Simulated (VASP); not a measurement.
These are LDA (Ceperley-Alder, Perdew-Zunger), VASP's LDA PAW potentials (set 64) (plane waves; VASP) values and carry that method's errors. Each cell was relaxed at this level, without spin-orbit coupling.

**Question.** Which of these comes out without a gap?
A. AgBr, Fm-3m (225)
B. MoSi2, I4/mmm (139)
C. MoSe2, P6_3/mmc (194)
D. GaN, P6_3mc (186)

**Answer.** B, MoSi2, I4/mmm (139). The others have gaps of 0.69 eV (MoSe2, P6_3/mmc (194)), 2.11 eV (GaN, P6_3mc (186)), 0.42 eV (AgBr, Fm-3m (225)).
